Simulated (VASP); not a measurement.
Here is a VASP 6.6.1 calculation.

The input INCAR:

```
ALGO = Fast
EDIFF = 1E-6
EDIFFG = -0.01
ENCUT = 900
GGA = PE
IBRION = 2
ISIF = 3
ISMEAR = -1
LASPH = T
LCHARG = F
LREAL = F
LWAVE = F
NELM = 60
NSW = 40
PREC = Accurate
SIGMA = 0.05
```

File KPOINTS:

```
k-points
0
Gamma
  5 5 6
```

File POSCAR:

```
ZnHgO2
1.0
    4.0092200000      0.0000000000      0.0000000000
    0.0000000000      4.0092200000      0.0000000000
    0.0000000000      0.0000000000      3.3045900000
Zn Hg O
1 1 2
Direct
    0.0000000000      0.0000000000      0.0000000000
    0.5000000000      0.5000000000      0.5000000000
    0.5000000000      0.0000000000      0.0000000000
    0.0000000000      0.5000000000      0.0000000000
```

Potentials or basis: VASP PAW PBE potentials, release 64 (Zn_GW, Hg_sv_GW, O_GW).

Launch:

```console
$ cat potpaw_PBE.64/Zn_GW/POTCAR potpaw_PBE.64/Hg_sv_GW/POTCAR potpaw_PBE.64/O_GW/POTCAR > POTCAR
$ mpirun -np 1 vasp_std > vasp.out
```

Question: What does it give for the band gap on the k mesh?

Answer: None (metal or under the smearing width).

Question: Predict the relaxed volume.

Answer: 13.30 Å³/atom.

Final structure:
```
Zn Hg O
1.0
     4.01184    0.00000    0.00000
     0.00000    4.01184    0.00000
     0.00000    0.00000    3.30504
Zn Hg O
1 1 2
Direct
  0.00000 0.00000 0.00000
  0.50000 0.50000 0.50000
  0.50000 0.00000 0.00000
  0.00000 0.50000 0.00000
```

The run has no spin-orbit coupling, so splittings on Hg are missing.
